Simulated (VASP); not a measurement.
Write the native input for VASP 6.6.1 that does the following.

* Task: relaxation of cell and atoms
* Functional: r2SCAN
* Potentials or basis: VASP PAW PBE potentials, release 64 (Ba_sv, As, Mg, F)
* Cutoff: 600 eV
* k mesh: 6 × 6 × 4
* Occupations: gaussian, width 0.03 eV
* Spin: no spin polarisation
* Further INCAR settings: ALGO = Normal; EDIFF = 1e-07; IBRION = 2; EDIFFG = -0.005; NSW = 90; ISIF = 3

The structure of BaMgAsF lies in POSCAR:

```
BaMgAsF                                 
1.0
    4.4058141525      0.0000000000      0.0000000000
    0.0000000000      4.4058141525      0.0000000000
   -0.0000000000      0.0000000000      9.6430936960
  Ba              As              Mg              F             
     2     2     2     2
Direct
     0.5000000000000000    1.0000000000000000    0.1553192847588480
     0.0000000000000000    0.5000000000000000    0.8446807152411520
     0.5000000000000000    0.0000000000000000    0.6583724556355288
     0.0000000000000000    0.5000000000000000    0.3416275443644712
     0.5000000000000000    0.5000000000000000    0.5000000000000000
     0.0000000000000000    0.0000000000000000    0.5000000000000000
     0.5000000000000000    0.5000000000000000    0.0000000000000000
     0.0000000000000000    0.0000000000000000    0.0000000000000000
```

The cell comes from a database or a generator and needn't be the stable form of this composition.

One way to write it, as run:

INCAR

```
SYSTEM = BaMgAsF
PREC     = Accurate       ! precision mode
ENCUT    = 600            ! plane-wave cutoff, eV
EDIFF    = 1E-7           ! SCF threshold, eV
ISMEAR   = 0              ! smearing method
SIGMA    = 0.03           ! smearing width, eV
LREAL    = .FALSE.        ! projectors in reciprocal space
LASPH    = .TRUE.         ! aspherical terms in the spheres
NELM     = 80             ! most SCF steps
ALGO     = Normal         ! electronic algorithm
ISIF     = 3              ! what is computed and relaxed
LWAVE    = .FALSE.        ! write WAVECAR
LCHARG   = .FALSE.        ! write CHGCAR
METAGGA  = R2SCAN         ! meta-GGA
LMIXTAU  = .TRUE.       
IBRION   = 2              ! ionic algorithm
NSW      = 90             ! ionic steps
EDIFFG   = -0.005         ! ionic threshold
KPAR     = 2
```

KPOINTS

```
regular mesh
0
G
  6 6 4
  0 0 0
```

Potentials or basis: VASP PAW PBE potentials, release 64 (Ba_sv, As, Mg, F).

Command:

```console
$ cat potpaw_PBE.64/Ba_sv/POTCAR potpaw_PBE.64/As/POTCAR potpaw_PBE.64/Mg/POTCAR potpaw_PBE.64/F/POTCAR > POTCAR
$ mpirun -np 2 vasp_std > vasp.out
```

It gave:

```json
{
 "Relaxed volume": "23.39 Å³/atom",
 "Relaxed cell": "a = 4.404 Å, b = 4.404 Å, c = 9.648 Å, α = 90.00°, β = 90.00°, γ = 90.00°",
 "Space group after relaxing (to 0.05 Å)": "P4/nmm (No. 129)",
 "Energy gained by relaxing": "0.0 meV/atom",
 "Ionic steps": "3",
 "Pressure after relaxing": "0.0 GPa",
 "Largest force after relaxing": "0.004 eV/Å",
 "Band gap on the k mesh": "1.94 eV, direct"
}
```

Caveat: the PAW data sets were made with another functional, which shifts forces and pressure a little; spin-orbit coupling is left out, which moves the levels of the heavy elements.

It took 9.7 min on 2 MPI ranks on Intel(R) Xeon(R) Platinum 8488C (Sapphire Rapids) (shared host), peak memory 0.5 GiB a rank.
